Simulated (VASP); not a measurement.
Method: PBEsol GGA, VASP's PBE PAW potentials (set 64) (plane waves; VASP 6.6.1).

The input files of a VASP run:

INCAR:
```
SYSTEM = KBr
PREC = Accurate; ENCUT = 480; LREAL = .FALSE.
LASPH = .TRUE.
EDIFF = 1E-7; NELM = 100; ALGO = Normal
LMAXMIX = 4
ISMEAR = 0; SIGMA = 0.05
GGA = PS
IBRION = 2; NSW = 40; ISIF = 3
EDIFFG = -0.01; PSTRESS = 10
LWAVE = .FALSE.; LCHARG = .FALSE.
```

File KPOINTS:
```
Automatic mesh
0
Gamma
6 6 6
0 0 0
```

File POSCAR:
```
KBr
1
    0.0000000000     3.2185527944     3.2185527944
    3.2185527944    -0.0000000000     3.2185527944
    3.2185527944     3.2185527944     0.0000000000
K Br
1 1
Direct
  0.0000000000   0.0000000000   0.0000000000
  0.5000000000   0.5000000000   0.5000000000
```

POTCAR, in this order: K_sv Br (PBE.64 set). Program: vasp_std.

Output of the run:

File OSZICAR:
```
       N       E                     dE             d eps       ncg     rms          rms(c)
DAV:   1     0.101126019902E+03    0.10113E+03   -0.68155E+03   384   0.111E+03
DAV:   2     0.328460593403E+00   -0.10080E+03   -0.93841E+02   436   0.260E+02
DAV:   3    -0.633872334854E+01   -0.66672E+01   -0.66207E+01   524   0.639E+01
DAV:   4    -0.660013557627E+01   -0.26141E+00   -0.26120E+00   644   0.109E+01
DAV:   5    -0.660179639838E+01   -0.16608E-02   -0.16608E-02   508   0.898E-01    0.354E+00
DAV:   6    -0.645313005351E+01    0.14867E+00   -0.24247E-01   456   0.282E+00    0.262E+00
DAV:   7    -0.644152452881E+01    0.11606E-01   -0.11452E-01   476   0.207E+00    0.121E+00
DAV:   8    -0.644773141075E+01   -0.62069E-02   -0.12494E-02   512   0.999E-01    0.152E-01
DAV:   9    -0.644796909693E+01   -0.23769E-03   -0.36689E-04   492   0.128E-01    0.822E-02
DAV:  10    -0.644835220297E+01   -0.38311E-03   -0.48472E-04   444   0.152E-01    0.299E-02
DAV:  11    -0.644835218775E+01    0.15219E-07   -0.10478E-05   572   0.208E-02    0.124E-02
DAV:  12    -0.644835356538E+01   -0.13776E-05   -0.20317E-06   452   0.107E-02    0.176E-03
DAV:  13    -0.644835401844E+01   -0.45306E-06   -0.72723E-07   488   0.635E-03    0.191E-03
DAV:  14    -0.644835410137E+01   -0.82935E-07   -0.43587E-08   356   0.164E-03
   1 F= -.60321548E+01 E0= -.60321548E+01  d E =-.603215E+01
```

File OUTCAR:
```
------------------------ aborting loop because EDIFF is reached ----------------------------------------
  FORCE on cell =-STRESS in cart. coord.  units (eV):
  Direction    XX          YY          ZZ          XY          YZ          ZX
  --------------------------------------------------------------------------------------
  Total        0.4072741      0.4072741      0.4072741      0.0000000      0.0000000      0.0000000
  in kB        9.7855557      9.7855557      9.7855557      0.0000000      0.0000000      0.0000000
  external PRESSURE =      -0.2144443 kB  Pullay stress =      10.0000000 kB
  volume of cell :       66.68
      direct lattice vectors                 reciprocal lattice vectors
     0.000000000  3.218552794  3.218552794    -0.155349324  0.155349324  0.155349324
     3.218552794  0.000000000  3.218552794     0.155349324 -0.155349324  0.155349324
     3.218552794  3.218552794  0.000000000     0.155349324  0.155349324 -0.155349324
  FREE ENERGIE OF THE ION-ELECTRON SYSTEM (eV)
  ---------------------------------------------------
  free  energy   TOTEN  =        -6.4483541014 eV

  energy  without entropy=       -6.4483541014  energy(sigma->0) =       -6.44835410
  enthalpy is  TOTEN    =        -6.0321548207 eV   P V=        0.4161992806

 reached required accuracy - stopping structural energy minimisation
```
(Selected blocks of OUTCAR.)

The compound is KBr in the rock salt structure. It was relaxed first under an external pressure of 1 GPa.
